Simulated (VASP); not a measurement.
A cell of Fe (bcc) near equilibrium:

```xyz
1
Lattice="-1.3915 1.3915 1.3915 1.3915 -1.3915 1.3915 1.3915 1.3915 -1.3915" Properties=species:S:1:pos:R:3 pbc="T T T"
Fe     0.0000     0.0000     0.0000
```
Starting moments (μB, in the order of the record's atoms Fe): 2.1.

All values below come from PBEsol GGA, VASP's PBE PAW potentials (set 64) (plane waves; VASP 6.6.1).

| run | ΔE (meV/atom) | σxx | σyy | σzz | largest shear component, with its sign (GPa) | largest force (eV/Å) | moment (μB) |
|---|---|---|---|---|---|---|---|
| as it is | 0.0 | 0.53 | 0.53 | 0.53 | 0.00 | 0.000 | 2.09 |
| after one change | 1.7 | 4.17 | 2.26 | 2.26 | 0.00 | 0.000 | 2.07 |
Stress is in GPa, positive when the cell is compressed.

Question: Name the change that produced these shifts.
A) biaxial strain of -0.5 % in the xy plane
B) uniaxial strain of -1.0 % along x
C) biaxial strain of -4.0 % in the xy plane
D) uniaxial strain of -3.0 % along z

Answer: B, uniaxial strain of -1.0 % along x

The compound is Fe in the bcc structure. The spin order is the one that the start imposed; others were not tried in this run.
